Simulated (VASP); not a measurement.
These are PBEsol GGA, VASP's PBE PAW potentials (set 64) (plane waves; VASP) values and carry that method's errors.

The input files of a VASP run:

### INCAR
```
SYSTEM = Zn4SSe3
PREC = Accurate
ENCUT = 400
EDIFF = 1E-7
NELM = 100
ALGO = Normal
LREAL = .FALSE.
LASPH = .TRUE.
ISMEAR = 0
SIGMA = 0.05
GGA = PS
LMAXMIX = 4
LWAVE = .FALSE.
LCHARG = .FALSE.
LORBIT = 11
ICHARG = 11
```

KPOINTS:
```
k-points along high-symmetry lines
8
Line-mode
Reciprocal
  0.000000   0.000000   0.000000 ! GAMMA
 -0.500000  -0.500000   0.000000 ! Y

 -0.500000  -0.500000   0.000000 ! Y
 -0.625000  -0.375000   0.000000 ! C_0

 -0.375000   0.375000   0.000000 ! SIGMA_0
  0.000000   0.000000   0.000000 ! GAMMA

  0.000000   0.000000   0.000000 ! GAMMA
  0.500000   0.500000   0.500000 ! Z

  0.500000   0.500000   0.500000 ! Z
  0.125000   0.875000   0.500000 ! A_0

 -0.125000   0.125000   0.500000 ! E_0
  0.000000   0.000000   0.500000 ! T

  0.000000   0.000000   0.500000 ! T
 -0.500000  -0.500000   0.000000 ! Y

  0.000000   0.000000   0.000000 ! GAMMA
 -0.500000   0.000000   0.000000 ! S

 -0.500000   0.000000   0.000000 ! S
  0.000000   0.500000   0.500000 ! R

  0.000000   0.500000   0.500000 ! R
  0.500000   0.500000   0.500000 ! Z

  0.500000   0.500000   0.500000 ! Z
  0.000000   0.000000   0.500000 ! T
```

POSCAR:
```
Zn4SSe3
1
   -0.0011295312     5.5657324407     5.5624757327
    5.5657324407    -0.0011295312     5.5624757327
    2.7823014547     2.7823014547    -0.0000000000
Zn Se S
4 3 1
Direct
  0.9995161849   0.9995161849   0.0009676302
  0.9888625237   0.5044539616   0.0066835147
  0.5044539616   0.9888625237   0.0066835147
  0.5070600265   0.5070600265   0.9858799471
  0.1257201345   0.1257201345   0.2485597310
  0.1261991177   0.6236444858   0.2501563965
  0.6236444858   0.1261991177   0.2501563965
  0.6245435652   0.6245435652   0.2509128695
```

POTCAR, in this order: Zn Se S (PBE.64 set). Program: vasp_std. Read from the step before: CHGCAR.

What VASP printed:

OSZICAR:
```
       N       E                     dE             d eps       ncg     rms          rms(c)
DAV:   1     0.501674413240E+03    0.50167E+03   -0.29123E+04  7568   0.165E+03
DAV:   2     0.352564274272E+02   -0.46642E+03   -0.45449E+03  7646   0.389E+02
DAV:   3    -0.244133478684E+02   -0.59670E+02   -0.58607E+02  8398   0.134E+02
DAV:   4    -0.266830632939E+02   -0.22697E+01   -0.22600E+01  8725   0.253E+01
DAV:   5    -0.267106292726E+02   -0.27566E-01   -0.27543E-01  8714   0.264E+00
DAV:   6    -0.267111741511E+02   -0.54488E-03   -0.54476E-03  8791   0.365E-01
DAV:   7    -0.267111902358E+02   -0.16085E-04   -0.16083E-04  8760   0.600E-02
DAV:   8    -0.267111907793E+02   -0.54350E-06   -0.54354E-06  8789   0.110E-02
DAV:   9    -0.267111908000E+02   -0.20741E-07   -0.20779E-07  6400   0.209E-03
   1 F= -.26711191E+02 E0= -.26711191E+02  d E =-.466750E-15
```

### OUTCAR
```
 val. band max:        1.8661369513   @ k =   0.0000   0.0000   0.0000

 cond. band min:       3.1884537151   @ k =   0.0000   0.0000   0.0000



 k-point     1 :       0.0000    0.0000    0.0000
  band No.  band energies     occupation
      1     -11.5978      2.00000
      2     -10.7416      2.00000
      3     -10.7183      2.00000
      4     -10.4285      2.00000
      5      -4.8596      2.00000
      6      -4.8485      2.00000
      7      -4.8207      2.00000
      8      -4.7865      2.00000
      9      -4.6923      2.00000
     10      -4.6891      2.00000
     11      -4.6874      2.00000
     12      -4.6697      2.00000
     13      -4.5219      2.00000
     14      -4.5031      2.00000
     15      -4.4215      2.00000
     16      -4.4173      2.00000
     17      -4.3576      2.00000
     18      -4.3561      2.00000
     19      -4.3548      2.00000
     20      -4.3261      2.00000
     21      -4.2855      2.00000
     22      -4.2115      2.00000
     23      -4.2056      2.00000
     24      -4.1721      2.00000
     25      -3.7134      2.00000
     26      -3.5929      2.00000
     27      -3.0371      2.00000
     28      -0.5715      2.00000
     29      -0.5318      2.00000
     30       0.6923      2.00000
     31       0.7964      2.00000
     32       0.8898      2.00000
     33       1.0696      2.00000
     34       1.8177      2.00000
     35       1.8405      2.00000
     36       1.8661      2.00000
     37       3.1885      0.00000
     38       4.4078      0.00000
     39       4.5125      0.00000
     40       4.6760      0.00000
     41       5.2863      0.00000
     42       7.6424      0.00000
     43       7.6564      0.00000

 k-point     2 :      -0.0714   -0.0714    0.0000
  band No.  band energies     occupation
      1     -11.5855      2.00000
      2     -10.7429      2.00000
      3     -10.7195      2.00000
      4     -10.4460      2.00000
      5      -4.8605      2.00000
      6      -4.8464      2.00000
...
```

The density is held fixed in this step, so its total energy and stress have no physical meaning.

The structure was generated: Zn4SSe3 was put into an ordered model structure (Amm2), which need not be its known phase. It was relaxed first.
